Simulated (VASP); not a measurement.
HfB:

```xyz
2
Lattice="0.0000 2.3100 2.3100 2.3100 0.0000 2.3100 2.3100 2.3100 0.0000" Properties=species:S:1:pos:R:3 pbc="T T T"
Hf    2.3100    2.3100    2.3100
B     0.0000    0.0000    0.0000
```

```yaml
Program: VASP 6.6.1
Task: relaxation of cell and atoms
Functional: RPBE
Potentials_or_basis: VASP PAW PBE potentials, release 64 (Hf_pv, B)
Cutoff: 600 eV
k_mesh: 10 × 10 × 10
Occupations: fermi-dirac, width 0.05 eV
Spin: no spin polarisation
```

At the start: pressure 34.3 GPa; volume 12.33 Å³/atom.

Q: Where does the relaxation end?

A: Over 19 steps the energy falls by 196.1 meV/atom and the volume is 14.41 Å³/atom (+16.9 %); space group Fm-3m (No. 225, to 0.05 Å).

The path:
| step | energy change (eV) | largest force (eV/Å) | pressure (GPa) | volume (Å³) |
| --- | --- | --- | --- | --- |
| 1 | 0.0000 | 0.0000 | 34.33 | 24.65 |
| 2 | 0.1478 | 0.0000 | -22.49 | 35.33 |
| 3 | -0.3917 | 0.0000 | -1.06 | 29.00 |
| 4 | -0.3923 | 0.0000 | -0.17 | 28.84 |
| 5 | -0.3922 | 0.0000 | 0.33 | 28.75 |
| 6 | -0.3922 | 0.0000 | 0.34 | 28.75 |
| 7 | -0.3923 | 0.0000 | 0.30 | 28.76 |
| 8 | -0.3923 | 0.0000 | 0.30 | 28.76 |
| 9 | -0.3923 | 0.0000 | 0.30 | 28.76 |
| 10 | -0.3923 | 0.0000 | 0.30 | 28.76 |
| 11 | -0.3923 | 0.0000 | 0.30 | 28.76 |
| 12 | -0.3923 | 0.0000 | 0.30 | 28.76 |
| 13 | -0.3923 | 0.0000 | 0.30 | 28.76 |
| 14 | -0.3923 | 0.0000 | 0.28 | 28.76 |
| 15 | -0.3923 | 0.0000 | 0.25 | 28.77 |
| 16 | -0.3923 | 0.0000 | 0.20 | 28.78 |
| 17 | -0.3923 | 0.0000 | 0.09 | 28.80 |
| 18 | -0.3923 | 0.0000 | -0.13 | 28.83 |
| 19 | -0.3923 | 0.0000 | -0.01 | 28.81 |

Final structure:
```yaml
crystal:
  lattice:
    - [0.00000, 2.43321, 2.43321]
    - [2.43321, 0.00000, 2.43321]
    - [2.43321, 2.43321, 0.00000]
  atoms:
    - { symbol: Hf, position: [0.50000, 0.50000, 0.50000] }
    - { symbol: B, position: [0.00000, 0.00000, 0.00000] }
```

Caveat: the volume moved by over 15 % at a fixed basis, so the end points are rough; the PAW data sets were made with another functional, which shifts forces and pressure a little.
